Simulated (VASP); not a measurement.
Output of a VASP run:

OSZICAR:
```
       N       E                     dE             d eps       ncg     rms          rms(c)
DAV:   1     0.130756173479E+04    0.13076E+04   -0.58556E+04  1296   0.137E+03
DAV:   2     0.139633159774E+03   -0.11679E+04   -0.11167E+04  1296   0.366E+02
DAV:   3    -0.604377493520E+02   -0.20007E+03   -0.19625E+03  1416   0.143E+02
DAV:   4    -0.724391190891E+02   -0.12001E+02   -0.11918E+02  1504   0.365E+01
DAV:   5    -0.726895033120E+02   -0.25038E+00   -0.24982E+00  1480   0.534E+00    0.231E+01
DAV:   6    -0.683093372872E+02    0.43802E+01   -0.87386E+00  1944   0.414E+01    0.173E+01
DAV:   7    -0.689776277192E+02   -0.66829E+00   -0.16916E+01  1488   0.997E+00    0.584E+00
DAV:   8    -0.685139902814E+02    0.46364E+00   -0.14112E+00  1632   0.672E+00    0.242E+00
DAV:   9    -0.684647241062E+02    0.49266E-01   -0.57092E-01  1632   0.349E+00    0.699E-01
DAV:  10    -0.684646966715E+02    0.27435E-04   -0.21203E-02  1560   0.156E+00    0.593E-01
DAV:  11    -0.684650466228E+02   -0.34995E-03   -0.32180E-03  1496   0.231E-01    0.554E-01
DAV:  12    -0.684692656745E+02   -0.42191E-02   -0.12605E-02  1768   0.854E-01    0.363E-01
DAV:  13    -0.684663291420E+02    0.29365E-02   -0.66009E-03  1720   0.767E-01    0.265E-01
DAV:  14    -0.684661350859E+02    0.19406E-03   -0.13524E-03  1600   0.205E-01    0.146E-01
DAV:  15    -0.684661489225E+02   -0.13837E-04   -0.18427E-04  1448   0.570E-02    0.131E-01
DAV:  16    -0.684661448711E+02    0.40514E-05   -0.18821E-06   896   0.599E-03    0.129E-01
DAV:  17    -0.684661424824E+02    0.23888E-05   -0.40769E-07   760   0.659E-03    0.128E-01
DAV:  18    -0.684660324929E+02    0.10999E-03   -0.25334E-04  1760   0.168E-01    0.815E-02
DAV:  19    -0.684660322470E+02    0.24586E-06   -0.81637E-05  1544   0.317E-02    0.608E-02
DAV:  20    -0.684660324328E+02   -0.18578E-06   -0.19910E-06   744   0.662E-03
   1 F= -.68466032E+02 E0= -.68466032E+02  d E =-.352119E-40
```

**OUTCAR**
```
------------------------ aborting loop because EDIFF is reached ----------------------------------------
  FORCE on cell =-STRESS in cart. coord.  units (eV):
  Direction    XX          YY          ZZ          XY          YZ          ZX
  --------------------------------------------------------------------------------------
  Total        5.0086519      5.0086524      5.1742295      0.0000000      0.0000000      0.0000000
  in kB       20.5262655     20.5262675     21.2048292      0.0000000      0.0000000      0.0000000
  external PRESSURE =      20.7524541 kB  Pullay stress =       0.0000000 kB
  volume of cell :      390.95
      direct lattice vectors                 reciprocal lattice vectors
     3.807320000  0.000000000  0.000000000     0.262651944  0.151642163  0.000000000
    -1.903660000  3.297236000  0.000000000     0.000000000  0.303284327  0.000000000
     0.000000000  0.000000000 31.142400000     0.000000000  0.000000000  0.032110563
  FREE ENERGIE OF THE ION-ELECTRON SYSTEM (eV)
  ---------------------------------------------------
  free  energy   TOTEN  =       -68.4660324328 eV

  energy  without entropy=      -68.4660324328  energy(sigma->0) =      -68.46603243
```
(Selected blocks of OUTCAR.)

**POSCAR**
```
ZnS
1
    3.8073200000     0.0000000000     0.0000000000
   -1.9036600000     3.2972360000     0.0000000000
    0.0000000000     0.0000000000    31.1424000000
Zn S
10 10
Direct
  0.6666670000   0.3333330000   0.2000000000
  0.3333330000   0.6666670000   0.7000000000
  0.0000000000   0.0000000000   0.8000000000
  0.0000000000   0.0000000000   0.3000000000
  0.6666670000   0.3333330000   0.9000000000
  0.3333330000   0.6666670000   0.4000000000
  0.3333330000   0.6666670000   0.1001000000
  0.6666670000   0.3333330000   0.6001000000
  0.0000000000   0.0000000000   0.0001000000
  0.0000000000   0.0000000000   0.5001000000
  0.6666670000   0.3333330000   0.2749000000
  0.3333330000   0.6666670000   0.7749000000
  0.0000000000   0.0000000000   0.0750000000
  0.0000000000   0.0000000000   0.5750000000
  0.6666670000   0.3333330000   0.6750000000
  0.3333330000   0.6666670000   0.1750000000
  0.0000000000   0.0000000000   0.8749000000
  0.0000000000   0.0000000000   0.3749000000
  0.3333330000   0.6666670000   0.4751000000
  0.6666670000   0.3333330000   0.9751000000
```

Problem. Write an INCAR and KPOINTS that could have produced this output.

Solution. Several could match; the one computed here: the input of the run itself, PBE GGA, plane waves, VASP's PBE PAW potentials (set 64).

INCAR:
```
SIGMA = 0.01
ENCUT = 300   ! plane-wave cut-off (eV)
LASPH = .True.   ! aspherical one-centre terms
GGA = PE   ! PBE
SYSTEM = ZnS
EDIFF = 1E-6
LCHARG = .False.
PREC = Accurate
LWAVE = .False.
LMAXMIX = 4   ! l cut-off of mixed one-centre charges
NELM = 100
LREAL = Auto
ISMEAR = 0
ISIF = 2   ! forces and stress, cell fixed
ALGO = Normal   ! blocked Davidson
```

**KPOINTS**
```
Automatic mesh
0
Gamma
4 4 1
0.5 0.5 0.5
```

POTCAR, in this order: Zn S (PBE.64 set). Program: vasp_std.

At this cut-off the stress carries a Pulay error, which pulls relaxed volumes low.

The structure comes from a computed database's ZnS entry; how it stands against other phases isn't given here. The cell was not relaxed at this level. The k-mesh is coarse (spacing up to 0.48 per Å, 2π included), so the numbers may not be converged in it. The run is one of a series of settings (KPOINTS 4×4×1 Γ-centred mesh shifted by (0.5, 0.5, 0.5) against the base run), some of them coarse on purpose.
